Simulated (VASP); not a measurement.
Input:

```
CoTi
1.0
    2.98777     0.00000     0.00000
    0.00000     2.98777     0.00000
    0.00000     0.00000     2.98777
Ti Co
1 1
Cartesian
  0.00000   0.00000   0.00000
  1.49389   1.49389   1.49389
```

Computed with revPBE GGA, VASP's PBE PAW potentials (set 64) (plane waves; VASP). Run with 520 eV cut-off, 14×14×14 Γ-centred mesh, tetrahedra with Blöchl corrections, potentials Ti_sv Co.

Question: What does the run give for the energy per atom (σ→0), band gap (on the k-mesh) with the smallest direct gap where there is one?

Answer: 
```json
{
 "band gap (on the k-mesh)": "none (metal, semimetal or under 0.01 eV)",
 "energy per atom (σ→0)": "-7434 meV/atom"
}
```

Total energies compare only between runs with the same potentials, cut-off and functional.

The compound is TiCo in the CsCl type structure. It was relaxed first. The run is not spin-polarised, so no magnetic state was tried. The electron count is odd and the run is not spin-polarised, which forces a metal.
